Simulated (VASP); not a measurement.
Input for VASP

KPOINTS:
```
Regular mesh
0
G
 7 7 7
```

File POSCAR:
```
Li2S
1
    0.0000000000     2.7930901397     2.7930901397
    2.7930901397     0.0000000000     2.7930901397
    2.7930901397     2.7930901397     0.0000000000
Li S
2 1
Direct
  0.2500000000   0.2500000000   0.2500000000
  0.7500000000   0.7500000000   0.7500000000
  0.0000000000   0.0000000000   0.0000000000
```

### INCAR
```
SYSTEM = Li2S
PREC = Accurate; ENCUT = 520; LREAL = F
LASPH = T
EDIFF = 1E-7; NELM = 100; ALGO = Normal
ISMEAR = 0; SIGMA = 0.05
GGA = CX; LUSE_VDW = T; AGGAC = 0.0
ISIF = 2
LWAVE = F; LCHARG = F
```

POTCAR, in this order: Li_sv S (PBE.64 set). Program: vasp_std.

**Question.** Write an equivalent input for Quantum ESPRESSO's pw.x.

**Answer.** One equivalent input (not run):
```
&CONTROL
  calculation = 'scf'
  pseudo_dir = './pseudo'
  outdir = './out'
  tprnfor = .true.
  tstress = .true.
/
&SYSTEM
  ibrav = 0
  nat = 3
  ntyp = 2
  ecutwfc = 74
  occupations = 'smearing'
  smearing = 'gaussian'
  degauss = 0.003675
  input_dft = 'vdw-df-cx'
/
&ELECTRONS
  conv_thr = 7.3e-09
  electron_maxstep = 100
/
ATOMIC_SPECIES
  Li 6.940 Li.upf
  S 32.060 S.upf
CELL_PARAMETERS angstrom
     0.0000000    2.7930901    2.7930901
     2.7930901    0.0000000    2.7930901
     2.7930901    2.7930901    0.0000000
ATOMIC_POSITIONS crystal
  Li   0.2500000  0.2500000  0.2500000
  Li   0.7500000  0.7500000  0.7500000
  S    0.0000000  0.0000000  0.0000000
K_POINTS automatic
  7 7 7 0 0 0
```
What does not carry over: the potentials are each code's own (VASP's PAW set, PseudoDojo norm-conserving files in pw.x), so ENCUT and ecutwfc are chosen apart and not converted; conv_thr bounds pw.x's estimated SCF error, while EDIFF bounds the energy change between steps.

The compound is Li2S in the antifluorite structure. This cell is one point of a volume scan, at 0.94 of the reference volume.
